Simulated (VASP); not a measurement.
Output of a VASP run:

### OSZICAR
```
       N       E                     dE             d eps       ncg     rms          rms(c)
DAV:   1     0.972709239556E+02    0.97271E+02   -0.75257E+03  3083   0.141E+03
DAV:   2    -0.405441556831E+01   -0.10133E+03   -0.98380E+02  3125   0.337E+02
DAV:   3    -0.982098901037E+01   -0.57666E+01   -0.55384E+01  4766   0.794E+01
DAV:   4    -0.100399809253E+02   -0.21899E+00   -0.21487E+00  3898   0.134E+01
DAV:   5    -0.100488486591E+02   -0.88677E-02   -0.88599E-02  4482   0.245E+00    0.107E+01
DAV:   6    -0.870509737916E+01    0.13438E+01   -0.11132E+01  3757   0.379E+01    0.346E+00
DAV:   7    -0.858284706084E+01    0.12225E+00   -0.95843E-01  3495   0.108E+01    0.220E+00
DAV:   8    -0.857436067197E+01    0.84864E-02   -0.13398E-01  3478   0.427E+00    0.482E-01
DAV:   9    -0.857346054550E+01    0.90013E-03   -0.23456E-02  3718   0.212E+00    0.224E-01
DAV:  10    -0.857363274506E+01   -0.17220E-03   -0.15476E-03  3775   0.462E-01    0.577E-02
DAV:  11    -0.857361842991E+01    0.14315E-04   -0.35041E-04  3999   0.217E-01    0.459E-02
DAV:  12    -0.857362229700E+01   -0.38671E-05   -0.29907E-05  3520   0.628E-02    0.816E-03
DAV:  13    -0.857362214474E+01    0.15226E-06   -0.10108E-06  3818   0.958E-03    0.728E-03
DAV:  14    -0.857362232036E+01   -0.17562E-06   -0.74118E-07  3400   0.120E-02    0.691E-04
DAV:  15    -0.857362231924E+01    0.11230E-08   -0.26369E-08  1729   0.180E-03
   1 F= -.85736223E+01 E0= -.85733457E+01  d E =-.857362E+01
       N       E                     dE             d eps       ncg     rms          rms(c)
DAV:   1    -0.857369187808E+01   -0.69558E-04   -0.23742E-03  3197   0.821E-01    0.500E-02
DAV:   2    -0.857365250295E+01    0.39375E-04   -0.12550E-04  3168   0.125E-01    0.243E-02
DAV:   3    -0.857364252652E+01    0.99764E-05   -0.17508E-05  3600   0.576E-02    0.890E-03
DAV:   4    -0.857364137641E+01    0.11501E-05   -0.30045E-06  3682   0.201E-02    0.232E-03
DAV:   5    -0.857364127953E+01    0.96884E-07   -0.36603E-07  3331   0.706E-03
   2 F= -.85736413E+01 E0= -.85733557E+01  d E =-.189603E-04
```

File OUTCAR:
```
------------------------ aborting loop because EDIFF is reached ----------------------------------------
  FORCE on cell =-STRESS in cart. coord.  units (eV):
  Direction    XX          YY          ZZ          XY          YZ          ZX
  --------------------------------------------------------------------------------------
  Total        1.5148428      1.5148428      1.5416300      0.0000000      0.0000000      0.0000000
  in kB       81.1086075     81.1086075     82.5428622      0.0000000      0.0000000      0.0000000
  external PRESSURE =      81.5866924 kB  Pullay stress =       0.0000000 kB
  volume of cell :       29.92
      direct lattice vectors                 reciprocal lattice vectors
     2.749077060  0.000000000  0.000000000     0.363758446  0.000000000  0.000000000
     0.000000000  2.749077060  0.000000000     0.000000000  0.363758446  0.000000000
     0.000000000  0.000000000  3.959473043     0.000000000  0.000000000  0.252558861
 POSITION                                       TOTAL-FORCE (eV/Angst)
 -----------------------------------------------------------------------------------
      0.00000      0.00000      0.00000         0.000000      0.000000      0.000000
      1.37454      1.37454      1.97974         0.000000      0.000000      0.000000
 -----------------------------------------------------------------------------------
    total drift:                               -0.000000      0.000000     -0.000000
  FREE ENERGIE OF THE ION-ELECTRON SYSTEM (eV)
  ---------------------------------------------------
  free  energy   TOTEN  =        -8.5736412795 eV

  energy  without entropy=       -8.5727844916  energy(sigma->0) =       -8.57335568

 reached required accuracy - stopping structural energy minimisation
```
(Selected blocks of OUTCAR.)

POSCAR:
```
TiAl
1
    2.7499091010     0.0000000000     0.0000000000
    0.0000000000     2.7499091010     0.0000000000
    0.0000000000     0.0000000000     3.9570773672
Ti Al
1 1
Direct
  0.0000000000   0.0000000000   0.0000000000
  0.5000000000   0.5000000000   0.5000000000
```

Problem. Reconstruct the remaining input files.

Solution. One answer among several that fit: the input of the run itself, vdW-DF-cx, plane waves, VASP's PBE PAW potentials (set 64).

### KPOINTS
```
kpoints
0
G
  13 13 9
```

INCAR:
```
# general
SYSTEM   = TiAl
PREC     = Accurate
ENCUT    = 520
LREAL    = .False.
LASPH    = .True.

# electronic loop
EDIFF    = 1E-7
NELM     = 100
ALGO     = Normal
LMAXMIX  = 4

# smearing
ISMEAR   = 1
SIGMA    = 0.1

# functional
GGA      = CX
LUSE_VDW = .True.
AGGAC    = 0.0

# ions
IBRION   = 2
NSW      = 30
ISIF     = 4
EDIFFG   = -0.01

# output
LWAVE    = .False.
LCHARG   = .False.
```

POTCAR, in this order: Ti_sv Al (PBE.64 set). Program: vasp_std.

The compound is TiAl in the L1_0 structure. This cell is one point of a volume scan, at 0.94 of the reference volume. Symmetry was kept, so distortions that lower it aren't found. The electron count is odd and the run is not spin-polarised, which forces a metal.
